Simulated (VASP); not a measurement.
OSZICAR of a VASP run on TiC (rock salt):

**OSZICAR**
```
       N       E                     dE             d eps       ncg     rms          rms(c)
DAV:   1     0.114710814635E+03    0.11471E+03   -0.86641E+03  3480   0.163E+03
DAV:   2    -0.235732220635E+02   -0.13828E+03   -0.13231E+03  3620   0.398E+02
DAV:   3    -0.334403609998E+02   -0.98671E+01   -0.95595E+01  4680   0.101E+02
DAV:   4    -0.339207252233E+02   -0.48036E+00   -0.47920E+00  4588   0.208E+01
DAV:   5    -0.339392118716E+02   -0.18487E-01   -0.18485E-01  4744   0.353E+00    0.193E+01
DAV:   6    -0.245866246757E+02    0.93526E+01   -0.27708E+01  4476   0.848E+01    0.532E+00
DAV:   7    -0.248248202751E+02   -0.23820E+00   -0.39589E+00  3964   0.279E+01    0.447E+00
DAV:   8    -0.248382651140E+02   -0.13445E-01   -0.37986E-01  4028   0.748E+00    0.220E+00
DAV:   9    -0.249060560350E+02   -0.67791E-01   -0.12703E-01  3900   0.574E+00    0.143E+00
DAV:  10    -0.248718622418E+02    0.34194E-01   -0.11240E-01  4452   0.529E+00    0.421E-01
DAV:  11    -0.248656265574E+02    0.62357E-02   -0.71797E-03  4392   0.958E-01    0.114E-01
DAV:  12    -0.248685261111E+02   -0.28996E-02   -0.67526E-03  3520   0.971E-01    0.531E-02
DAV:  13    -0.248692310734E+02   -0.70496E-03   -0.98111E-04  3600   0.343E-01    0.495E-02
DAV:  14    -0.248691859372E+02    0.45136E-04   -0.16871E-04  4984   0.168E-01    0.123E-02
DAV:  15    -0.248692156388E+02   -0.29702E-04   -0.22048E-05  4260   0.448E-02    0.713E-03
DAV:  16    -0.248692062550E+02    0.93837E-05   -0.31456E-06  3992   0.191E-02    0.739E-03
DAV:  17    -0.248692087763E+02   -0.25213E-05   -0.21141E-06  3816   0.230E-02    0.207E-03
DAV:  18    -0.248692079251E+02    0.85119E-06   -0.47331E-07  4064   0.769E-03    0.596E-04
DAV:  19    -0.248692081391E+02   -0.21395E-06   -0.20349E-08  1840   0.182E-03    0.297E-04
DAV:  20    -0.248692076962E+02    0.44289E-06   -0.93588E-09  1792   0.943E-04    0.997E-05
DAV:  21    -0.248692077495E+02   -0.53330E-07   -0.27573E-09  1768   0.594E-04
   1 F= -.24869208E+02 E0= -.24869208E+02  d E =0.000000E+00
       N       E                     dE             ncg
```

Task: Which electronic solver shows in the log?

Result: It is blocked Davidson (ALGO = Normal, or the opening steps of other solvers). The INCAR had ALGO = Normal.

Task: Can the final energy be trusted as converged?

Result: Self-consistency was reached. It stopped with EDIFF = 1E-7, NELM = 100 (r2SCAN meta-GGA, plane waves, VASP's PBE PAW potentials (set 64)).

The compound is TiC in the rock salt structure. It was relaxed first.
